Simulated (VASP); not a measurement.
Crystal: CaInF2.

```
CELL_PARAMETERS angstrom
3.51412 0.00000 0.00000
-1.75706 3.04331 0.00000
0.00000 0.00000 10.14536
ATOMIC_POSITIONS crystal
Ca 0.00000 0.00000 0.00000
In 0.00000 0.00000 0.50000
F 0.66667 0.33333 0.90094
F 0.33333 0.66667 0.09906
```

The cell was built by a generator and needn't be a form met in nature.

* Program: VASP 6.6.1
* Task: single point
* Functional: PBE
* Potentials or basis: VASP PAW PBE potentials, release 64 (Ca_sv, In_d, F)
* Cutoff: 520 eV
* k mesh: 9 × 9 × 3
* Occupations: fermi-dirac, width 0.05 eV
* Spin: no spin polarisation

On this cell: pressure 0.1 GPa; largest force 0.047 eV/Å; band gap on the k mesh none (metal or under the smearing width).

The same run follows on a disturbed copy (atoms moved at random, drawn with an rms of 0.05 Å):

```xyz
4
Lattice="3.5141 0.0000 0.0000 -1.7571 3.0433 0.0000 0.0000 0.0000 10.1454" Properties=species:S:1:pos:R:3 pbc="T T T"
Ca   -0.0010    0.0414   -0.0170
In   -0.0133   -0.0303    5.0400
F     1.7079    1.0038    9.1584
F     0.0679    2.0437    0.9901
```

Task: What does the disturbed cell give?

Result: The energy (extrapolated to zero smearing) moves by +8.2 meV/atom; pressure 0.6 GPa; largest force 0.516 eV/Å; band gap on the k mesh none (metal or under the smearing width).

Forces on the atoms (eV/Å):
```
Ca  -0.005 -0.275  0.161
In   0.000 -0.001  0.000
F    0.366  0.233 -0.278
F   -0.362  0.043  0.117
```

Stress tensor (GPa, compression positive):
```
 0.80  0.55 -1.07
 0.55  0.47 -0.27
-1.07 -0.27  0.46
```

Caveats: an odd number of electrons without spin polarisation forces a metal; a magnetic or distorted state may lie lower.
